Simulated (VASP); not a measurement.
## ZrF2: work function with r2SCAN

Sheet: ZrF2, a sheet with vacuum.

```
Zr F
1.0
     2.98876    0.00000    0.00000
    -1.49438    2.58834    0.00000
     0.00000    0.00000   29.71320
Zr F
1 2
Direct
  0.00000 0.00000 0.26924
  0.66667 0.33333 0.21936
  0.33333 0.66667 0.31912
```

The cell was built by a generator and needn't be a form met in nature.

```yaml
Program: VASP 6.6.1
Task: work function
Functional: r2SCAN
Potentials_or_basis: VASP PAW PBE potentials, release 64 (Zr_sv, F)
Cutoff: 520 eV
k_mesh: 10 × 10 × 1
Occupations: fermi-dirac, width 0.05 eV
Spin: no spin polarisation
Dipole_correction: yes
Further_INCAR_settings: ALGO = Normal; EDIFF = 1e-06
```

```yaml
Largest_force: 0.087 eV/Å
Band_gap_on_the_k_mesh: 0.04 eV, indirect (least direct gap 0.79 eV)
Ionisation_potential_of_the_upper_face: 5.26 eV
```

Forces in eV/Å, atoms in the order of the input:
```
Zr   0.000  0.000  0.000
F    0.000  0.000  0.087
F    0.000  0.000 -0.087
```

Levels at points of the mesh, in eV from the valence-band top:
```tsv
k point	band 9	band 10	band 11	band 12	band 13	band 14	band 15	band 16	band 17
(0.00, 0.00, 0.00)	-7.06	-7.01	-6.43	-6.43	-1.51	0.89	0.89	2.65	4.15
(0.50, 0.00, 0.00)	-7.59	-7.31	-6.81	-6.65	-2.23	3.29	3.87	4.16	5.60
(0.50, 0.50, 0.00)	-7.59	-7.31	-6.81	-6.65	-2.23	3.29	3.87	4.16	5.60
```

Run time: 8.8 min on 1 thread of Intel(R) Xeon(R) Platinum 8559C (Emerald Rapids), on a shared host, peak memory 0.42 GiB.

Caveat: the PAW data sets were made with another functional, which shifts forces and pressure a little. r2SCAN opens gaps a little over a GGA but as a rule still falls short of measured ones.
